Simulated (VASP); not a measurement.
A convergence study with VASP on AgBr (rock salt): one setting is varied, all else stays as given below, so the limit is that of these other settings. Each run relaxes cell and ions from the cell shown.

```yaml
crystal:
  lattice:
    - [0.00000, 2.88500, 2.88500]
    - [2.88500, 0.00000, 2.88500]
    - [2.88500, 2.88500, 0.00000]
  atoms:
    - { symbol: Ag, position: [0.00000, 0.00000, 0.00000] }
    - { symbol: Br, position: [0.50000, 0.50000, 0.50000] }
```

The numbers are results of PBE GGA, VASP's PBE PAW potentials (set 64) (plane waves; VASP), not measurements. The tightest run used: 550 eV cut-off, 12×12×12 Γ-centred mesh, Gaussian smearing of 0.050 eV, potentials Ag Br.

Gaps are read on the run's mesh, which can miss a band edge.

```csv
setting,relaxed volume (Å³/atom),E (eV/atom),gap on the mesh (eV),irreducible k-points
2×2×2 mesh,28.864,-2.1207,0.651,3
3×3×3 mesh,25.361,-2.4543,1.002,4
4×4×4 mesh,25.020,-2.4895,0.683,8
```

### Question
These are the cheaper rows. Estimate the results at 12×12×12 mesh, and how far the last row shown lies from them.

### Answer

```csv
quantity,tightest run,last row shown is off by
relaxed volume (Å³/atom),24.874,0.146
E (eV/atom),-2.4998,0.0103
gap on the mesh (eV),0.687,-0.003
```

Left out are rungs that failed or repeat a setting and relaxations that didn't move; long series are thinned to 24 rows.

The compound is AgBr in the rock salt structure.
